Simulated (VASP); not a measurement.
Input:

```yaml
crystal:
  lattice:
    - [2.24585, 1.29664, 7.29483]
    - [-2.24585, 1.29664, 7.29483]
    - [0.00000, -2.59329, 7.29483]
  atoms:
    - { symbol: Al, position: [0.00063, 0.00063, 0.00063] }
    - { symbol: In, position: [0.49958, 0.49958, 0.49958] }
    - { symbol: Sb, position: [0.87907, 0.87907, 0.87907] }
    - { symbol: Sb, position: [0.37071, 0.37071, 0.37071] }
```

The numbers are results of PBEsol GGA, VASP's PBE PAW potentials (set 64) (plane waves; VASP), not measurements. Run with 400 eV cut-off, 7×7×7 Γ-centred mesh, tetrahedra with Blöchl corrections, potentials Al In_d Sb.

The cores are frozen, which limits the accuracy of field gradients.

Question: Give the principal components of the electric field gradient (V/Å²) and the asymmetry η at each nucleus.

Answer: 
| atom | Vxx | Vyy | Vzz | η |
|---|---|---|---|---|
| Al1 | 1.2 | 1.2 | -2.3 | 0.00 |
| In2 | -4.2 | -4.2 | 8.3 | 0.00 |
| Sb3 | 11.8 | 11.8 | -23.5 | 0.00 |
| Sb4 | -14.0 | -14.0 | 28.1 | 0.00 |

The structure comes from a computed database's AlInSb2 entry (R3m); how it stands against other phases isn't given here. It was relaxed first.
